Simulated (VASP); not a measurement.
## HfO2: relaxation of cell and atoms with PBE

The system is HfO2.

```xyz
3
Lattice="0.0000 2.5575 2.5575 2.5575 0.0000 2.5575 2.5575 2.5575 0.0000" Properties=species:S:1:pos:R:3 pbc="T T T"
Hf    0.0000    0.0000    0.0000
O     1.2788    1.2788    1.2788
O     3.8363    3.8363    3.8363
```

Measurements of this composition are mostly on another form, of space group No. 14.

```json
{
  "Program": "VASP 6.6.1",
  "Task": "relaxation of cell and atoms",
  "Functional": "PBE",
  "Potentials or basis": "VASP PAW PBE potentials, release 64 (Hf_pv, O)",
  "Cutoff": "520 eV",
  "k mesh": "6 × 6 × 6",
  "Occupations": "gaussian, width 0.02 eV",
  "Spin": "no spin polarisation",
  "Further INCAR settings": "ALGO = Normal; EDIFF = 1e-07; IBRION = 2; EDIFFG = -0.002; NSW = 80; ISIF = 3"
}
```

* Relaxed volume: 10.88 Å³/atom
* Relaxed cell: a = 3.587 Å, b = 3.587 Å, c = 3.587 Å, α = 60.00°, β = 60.00°, γ = 60.00°
* Space group after relaxing (to 0.05 Å): Fm-3m (No. 225)
* Energy gained by relaxing: 5.3 meV/atom
* Ionic steps: 6
* Pressure after relaxing: 0.0 GPa
* Band gap on the k mesh: 3.80 eV, direct

Step by step:
```tsv
step	energy change (eV)	largest force (eV/Å)	pressure (GPa)	volume (Å³)
1	0.0000	0.0000	-6.00	33.46
2	0.0181	0.0000	9.77	31.48
3	-0.0159	0.0000	-0.05	32.63
4	-0.0159	0.0000	0.08	32.62
5	-0.0159	0.0000	-0.09	32.64
6	-0.0159	0.0000	0.00	32.63
```

Final structure:
```yaml
crystal:
  lattice:
    - [0.00000, 2.53620, 2.53620]
    - [2.53620, 0.00000, 2.53620]
    - [2.53620, 2.53620, 0.00000]
  atoms:
    - { symbol: Hf, position: [0.00000, 0.00000, 0.00000] }
    - { symbol: O, position: [0.25000, 0.25000, 0.25000] }
    - { symbol: O, position: [0.75000, 0.75000, 0.75000] }
```

Levels at points of the mesh, in eV from the valence-band top:
```csv
k point,band 7,band 8,band 9,band 10,band 11,band 12,band 13,band 14,band 15
"(0.00, 0.00, 0.00)",-5.33,-5.33,-0.61,-0.61,-0.61,3.88,3.88,5.83,10.40
"(0.50, 0.00, 0.00)",-4.30,-3.04,-2.72,-1.83,-1.83,4.60,4.60,6.97,9.06
"(0.50, 0.50, 0.00)",-3.46,-3.46,-1.52,-1.52,0.00,3.80,5.50,6.62,8.15
```

It took 26 s on 1 thread of Intel(R) Xeon(R) Platinum 8488C (Sapphire Rapids), with other jobs on the host, peak memory 0.16 GiB.

Caveat: spin-orbit coupling is left out, which moves the levels of the heavy elements. A k mesh can miss the band edges.
